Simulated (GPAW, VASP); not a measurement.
This is a calculation of Cu2IBr for VASP 6.6.1. The cell comes from a database or a generator and needn't be the stable form of this composition.

Contents of INCAR:

```
SYSTEM = Cu2IBr
PREC     = Accurate       ! precision mode
ENCUT    = 520            ! plane-wave cutoff, eV
EDIFF    = 1E-7           ! SCF threshold, eV
ISMEAR   = -1             ! smearing method
SIGMA    = 0.05           ! smearing width, eV
LREAL    = .FALSE.        ! projectors in reciprocal space
LASPH    = .TRUE.         ! aspherical terms in the spheres
NELM     = 100            ! most SCF steps
ALGO     = Normal         ! electronic algorithm
ISIF     = 2              ! what is computed and relaxed
LWAVE    = .FALSE.        ! write WAVECAR
LCHARG   = .FALSE.        ! write CHGCAR
GGA      = PE             ! functional
NBANDS   = 26             ! bands
```

The input KPOINTS:

```
Automatic mesh
0
G
  8 8 8
  0 0 0
```

File POSCAR:

```
Cu2IBr
1.0
    1.9685310750      1.1365319461      6.3876248825
   -1.9685310750      1.1365319461      6.3876248825
    0.0000000000     -2.2730638921      6.3876248825
I Br Cu
1 1 2
Direct
    0.0000000000      0.0000000000      0.0000000000
    0.5000000000      0.5000000000      0.5000000000
    0.2490310000      0.2490310000      0.2490310000
    0.7509690000      0.7509690000      0.7509690000
```

Potentials or basis: VASP PAW PBE potentials, release 64 (I, Br, Cu).

Run with:

```console
$ cat potpaw_PBE.64/I/POTCAR potpaw_PBE.64/Br/POTCAR potpaw_PBE.64/Cu/POTCAR > POTCAR
$ mpirun -np 1 vasp_std > vasp.out
```

Problem. What does the same run look like in GPAW 26.7.0 (ASE script)? Potentials or basis there: GPAW PAW data sets (gpaw-data 1.2.1), cutoff 600 eV.

Solution. As run (cutoffs and basis follow the program's own potentials, and thresholds, step limits or extra output files can differ):

File run.py:

```python
from ase import Atoms
from ase.dft.bandgap import bandgap
from ase.io import write
from ase.units import Bohr, GPa
from gpaw import GPAW, PW
from gpaw.elf import elf_from_dft_calculation

atoms = Atoms(['I', 'Br', 'Cu', 'Cu'],
              cell=[[1.968531075, 1.1365319461, 6.3876248825],
                    [-1.968531075, 1.1365319461, 6.3876248825],
                    [0.0, -2.2730638921, 6.3876248825]],
              scaled_positions=[[0.0, 0.0, 0.0],
                                [0.5, 0.5, 0.5],
                                [0.249031, 0.249031, 0.249031],
                                [0.750969, 0.750969, 0.750969]],
              pbc=True)

calc = GPAW(mode=PW(600),
            xc='PBE',
            kpts={'size': (8, 8, 8), 'gamma': True},
            occupations={'name': 'fermi-dirac', 'width': 0.05},
            nbands=34,
            convergence={'density': 1e-05, 'energy': 1e-05},
            maxiter=150,
            txt='gpaw.txt')
atoms.calc = calc
energy = atoms.get_potential_energy()
forces = atoms.get_forces()
stress = atoms.get_stress()
calc.write('gs.gpw')
write('result.traj', atoms)
print(f'Energy: {energy:.6f} eV')
print('Forces (eV/A):')
print(forces.round(4))
print('Stress (GPa):', (stress / GPa).round(3))
print('Fermi level:', round(calc.get_fermi_level(), 4), 'eV')
print(f'Gap: {bandgap(calc)[0]:.4f} eV, direct: {bandgap(calc, direct=True)[0]:.4f} eV')

# fields on the real-space grid
write('density.cube', atoms, data=calc.get_pseudo_density() * Bohr**3)
write('potential.cube', atoms, data=calc.get_electrostatic_potential())
write('elf.cube', atoms, data=elf_from_dft_calculation(calc).data)
```

Potentials or basis: GPAW PAW data sets (gpaw-data 1.2.1), pw.

Command:

```sh
$ OMP_NUM_THREADS=1 python run.py
```

Both were run:

|  | VASP | GPAW |
| --- | --- | --- |
| Pressure | 0.8 GPa | 1.2 GPa |

Pressure is positive in compression.
